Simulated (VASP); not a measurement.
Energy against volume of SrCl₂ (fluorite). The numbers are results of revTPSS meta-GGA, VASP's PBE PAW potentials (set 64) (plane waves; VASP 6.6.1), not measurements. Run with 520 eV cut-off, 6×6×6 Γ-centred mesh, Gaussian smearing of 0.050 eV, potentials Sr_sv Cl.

```csv
V (Å³/atom),E (eV/atom)
26.948,-1.77470
27.808,-1.78515
28.668,-1.78877
29.528,-1.78663
```

Q: Fit these four points and predict the energy of the run at 30.388 Å³/atom.

A: A cubic in V^(−2/3), the third-order Birch-Murnaghan form, passes through the four points with V0 = 28.76 Å³/atom and B0 = 35 GPa, and gives -1.7796 eV/atom there. The run gave -1.7796 eV/atom, +0.0 meV/atom from the fit; all five points give B0 = 35 GPa.

The compound is SrCl2 in the fluorite structure. It was relaxed first.
